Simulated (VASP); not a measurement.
Input:

```xyz
2
Lattice="2.8495 0.0000 0.0000 0.0000 2.8495 0.0000 0.0000 0.0000 2.8495" Properties=species:S:1:pos:R:3 pbc="T T T"
Al     1.4248     1.4248     1.4248
Co     0.0000     0.0000     0.0000
```

Level of theory: r2SCAN meta-GGA, VASP's PBE PAW potentials (set 64) (plane waves; VASP). Run with 520 eV cut-off, 13×13×13 Γ-centred mesh, first-order Methfessel-Paxton smearing of 0.10 eV, potentials Al Co.

What does the run give for the energy per atom (σ→0), pressure, band gap (on the k-mesh) with the smallest direct gap where there is one?

```yaml
band gap (on the k-mesh): none (metal, semimetal or under 0.01 eV)
energy per atom (σ→0): -10.534 eV/atom
pressure: -5.54 GPa
```

The absolute energy has meaning only against runs of the same code, potentials and settings.

The compound is CoAl in the CsCl type structure. This cell is one point of a volume scan, at 1.03 of the reference volume. The run is not spin-polarised, so no magnetic state was tried.
